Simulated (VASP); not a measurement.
Mo$_{2}$CN (space group Pmm2): computed properties

Calculation: PBEsol GGA, VASP's PBE PAW potentials (set 64) (plane waves; VASP).

- space group: Pmm2 (25)
- cell: a = 2.7972 Å, b = 2.8804 Å, c = 4.9733 Å, α = β = γ = 90.00°
- volume per atom: 10.02 Å^3/atom
- band gap (over mesh and band path): none (metal, semimetal or under 0.01 eV)
- band gap with spin-orbit coupling: none (metallic)
- density: 9.03 g/cm³

```yaml
crystal:
  lattice:
    - [2.79722, 0.00000, 0.00000]
    - [0.00000, 2.88044, 0.00000]
    - [0.00000, 0.00000, 4.97335]
  atoms:
    - { symbol: Mo, position: [0.50000, 0.50000, 0.16683] }
    - { symbol: Mo, position: [0.50000, 0.00000, 0.66687] }
    - { symbol: C, position: [0.00000, 0.00000, 0.99845] }
    - { symbol: N, position: [0.00000, 0.50000, 0.50115] }
```

The structure comes from a computed database's Mo2CN entry (Pmm2); how it stands against other phases isn't given here. It was relaxed first. Symmetry was kept, so distortions that lower it aren't found. The electron count is odd and the run is not spin-polarised, which forces a metal.
